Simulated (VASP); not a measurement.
# Lattice vibrations of CdGeAs2, part 5 of 5

How does the lattice of CdGeAs2 vibrate? The start is a computed cell from the Materials Project.

VASP 6.6.1; PBEsol; plane waves and PAW (Cd, As, Ge).

So far. Step 2 (Relax the host): The run ended after 5 ionic steps, 0.014 eV below its first step, once forces and stress met EDIFFG = -0.02. Step 3 (Tight relaxation): The run ended after 6 ionic steps, 0.000 eV below its first step, once forces and stress met EDIFFG = -0.002.

### 5. Force constants in the supercell (continued)

With the long-range dipole term. The phonon branches at the labelled points (cm⁻¹):

```
          point  branch 1  branch 2  branch 3  branch 4  branch 21  branch 22  branch 23  branch 24
              Γ         0         0         0        42        250        260        261        266
0.53 of the way        34        34        39        41        252        261        262        263
              X        40        40        45        45        257        257        263        263
0.53 of the way        41        41        44        44        257        257        263        263
              Y        42        42        45        45        257        257        263        263
0.53 of the way        30        43        49        55        258        259        262        265
              S        19        44        47        56        259        259        261        265
0.47 of the way        18        29        34        48        253        260        261        266
              Γ         0         0         0        42        250        260        261        266
0.47 of the way        29        29        43        43        253        261        261        263
              Z        38        38        50        50        259        259        263        263
0.47 of the way        30        44        48        52        258        260        262        264
             S1        19        44        47        56        259        259        261        265
0.53 of the way        22        33        50        54        258        259        260        265
              N        26        26        51        53        259        259        260        265
0.47 of the way        30        34        48        52        258        259        261        264
              P        42        42        48        48        257        257        262        262
0.47 of the way        38        41        45        49        257        258        262        263
             Y1        42        42        45        45        257        257        263        263
0.47 of the way        40        40        49        49        259        259        263        263
              Z        38        38        50        50        259        259        263        263
      jump to X        40        40        45        45        257        257        263        263
0.47 of the way        41        41        46        46        257        257        263        263
              P        42        42        48        48        257        257        262        262
```

Phonon density of states against frequency; read off at these points:

```
frequency (cm⁻¹)  phonon density of states (states/cm⁻¹/cell)
           -10.0                                       3.9e-5
             0.0                                       3.7e-4
            10.0                                      0.00420
            20.0                                       0.0338
            30.0                                       0.0885
            40.0                                        0.158
            41.4                                        0.162
            50.0                                        0.126
            60.0                                        0.118
            70.0                                        0.118
            80.0                                        0.112
            90.0                                       0.0711
           100.0                                       0.0152
           110.0                                       0.0200
           120.0                                       0.0268
           130.0                                       0.0377
           140.0                                       0.0639
           150.0                                       0.0914
           153.5                                        0.117
           160.0                                       0.0893
           170.0                                       0.0193
           180.0                                       0.0642
           190.0                                        0.128
           200.0                                        0.270
           210.0                                        0.175
           220.0                                      0.00125
           230.0                                            0
           240.0                                       1.3e-4
           250.0                                        0.197
           260.0                                        0.414
           270.0                                       0.0163
           280.0                                            0
```

The heat capacity at constant volume by temperature:

```
temperature (K)  heat capacity at constant volume (J/K/mol of atoms)
              0                                                    0
             25                                                 4.15
             75                                                 13.1
            100                                                 16.3
            150                                                 20.2
            175                                                 21.2
            200                                                 22.0
            250                                                 23.0
            275                                                 23.3
            300                                                 23.5
            350                                                 23.9
            375                                                 24.0
            425                                                 24.2
            450                                                 24.3
            475                                                 24.4
            525                                                 24.5
            550                                                 24.5
            575                                                 24.5
            625                                                 24.6
            650                                                 24.6
            700                                                 24.7
            725                                                 24.7
            750                                                 24.7
            800                                                 24.7
            825                                                 24.7
            850                                                 24.8
            900                                                 24.8
            925                                                 24.8
            975                                                 24.8
           1000                                                 24.8
```

Vibrational entropy against temperature:

```
temperature (K)  vibrational entropy (J/K/mol of atoms)
              0                                       0
             50                                    6.55
            100                                    15.2
            150                                    22.6
            200                                    28.7
            250                                    33.8
            275                                    36.0
            325                                    39.9
            375                                    43.3
            425                                    46.3
            475                                    49.0
            525                                    51.5
            575                                    53.7
            625                                    55.8
            675                                    57.6
            725                                    59.4
            750                                    60.2
            800                                    61.8
            850                                    63.3
            900                                    64.8
            950                                    66.1
           1000                                    67.4
```

### 6. Outcome

| Item | Value |
| --- | --- |
| highest frequency | 266 cm⁻¹ |
| lowest frequency | -6.01 cm⁻¹ |
| zero point energy | 29.0 meV/atom |
| heat capacity 300 | 23.5 J/K/mol of atoms |
| entropy 300 | 38.0 J/K/mol of atoms |

What this shows: The spectrum reaches 266 cm⁻¹, and its lowest point lies at -6 cm⁻¹. The lowest point is an imaginary frequency of 6i cm⁻¹ (printed as negative), so small that interpolation and noise in the forces can make it; no clear instability shows in this supercell. Frequencies between the wave vectors that fit the supercell are interpolated.

[Lines on the potential files, build, host, timing and source positions are cut from VASP's logs without a mark.]

[Logs are printed without paths, hosts, clocks, repeated set-up lines and the standing remarks that a program may print on its own settings, such as how far it seeks lower states.]

[Hosts, paths, dates, database ids (printed as entryN), source tags and the programs' standing remarks are cut or masked in the printed files.]

[Runs that stopped without an error message from VASP are left out.]
